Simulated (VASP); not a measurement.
A cell of ZrC (rock salt) near equilibrium:

```xyz
2
Lattice="0.0000 2.3567 2.3567 2.3567 0.0000 2.3567 2.3567 2.3567 0.0000" Properties=species:S:1:pos:R:3 pbc="T T T"
Zr     0.0000     0.0000     0.0000
C      2.3567     2.3567     2.3567
```

Level of theory: r2SCAN meta-GGA, VASP's PBE PAW potentials (set 64) (plane waves; VASP).

```csv
run,ΔE (meV/atom),σxx,σyy,σzz,"largest shear component, with its sign (GPa)",largest force (eV/Å)
as it is,0.0,-0.10,-0.10,-0.10,0.00,0.000
after one change,66.4,-7.94,-18.45,-18.45,0.00,0.000
```
Stress is in GPa, positive when the cell is compressed.

Problem. Name the change that produced these shifts.
(A) isotropic strain of +0.5 %
(B) biaxial strain of +4.0 % in the yz plane
(C) atom 2 (C) moved by -0.200 Å along x
(D) uniaxial strain of +3.0 % along x

Solution. B, biaxial strain of +4.0 % in the yz plane

The compound is ZrC in the rock salt structure.
